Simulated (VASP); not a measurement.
BaZrO3:

```
Ba Zr O
1.0
     4.19134    0.00000    0.00000
     0.00000    4.19134    0.00000
     0.00000    0.00000    4.19134
Ba Zr O
1 1 3
Direct
  0.00000 0.00000 0.00000
  0.50000 0.50000 0.50000
  0.00000 0.50000 0.50000
  0.50000 0.00000 0.50000
  0.50000 0.50000 0.00000
```

| Item | Value |
| --- | --- |
| Program | VASP 6.6.1 |
| Task | relaxation of cell and atoms |
| Functional | PBE |
| Potentials or basis | VASP PAW PBE potentials, release 64 (Ba_sv, Zr_sv, O) |
| Cutoff | 600 eV |
| k mesh | 6 × 6 × 6 |
| Occupations | gaussian, width 0.02 eV |
| Spin | no spin polarisation |

At the start: pressure 4.9 GPa; volume 14.73 Å³/atom.

Q: How do energy, volume and symmetry change on relaxing?

A: Over 3 steps the energy falls by 6.9 meV/atom and the volume is 15.19 Å³/atom (+3.2 %); space group Pm-3m (No. 221, to 0.05 Å).

The path:
```tsv
step	energy change (eV)	largest force (eV/Å)	pressure (GPa)	volume (Å³)
1	0.0000	0.0000	4.94	73.63
2	0.0053	0.0000	-4.71	78.58
3	-0.0347	0.0000	-0.03	75.96
```

Final structure:
```cif
data_structure
_symmetry_space_group_name_H-M 'P 1'
_symmetry_Int_Tables_number 1
_cell_length_a 4.2351
_cell_length_b 4.2351
_cell_length_c 4.2351
_cell_angle_alpha 90.000
_cell_angle_beta 90.000
_cell_angle_gamma 90.000
_cell_volume 75.96
loop_
_atom_site_label
_atom_site_type_symbol
_atom_site_fract_x
_atom_site_fract_y
_atom_site_fract_z
_atom_site_occupancy
Ba1 Ba 0.00000 0.00000 0.00000 1
Zr1 Zr 0.50000 0.50000 0.50000 1
O1 O 0.00000 0.50000 0.50000 1
O2 O 0.50000 0.00000 0.50000 1
O3 O 0.50000 0.50000 0.00000 1
```
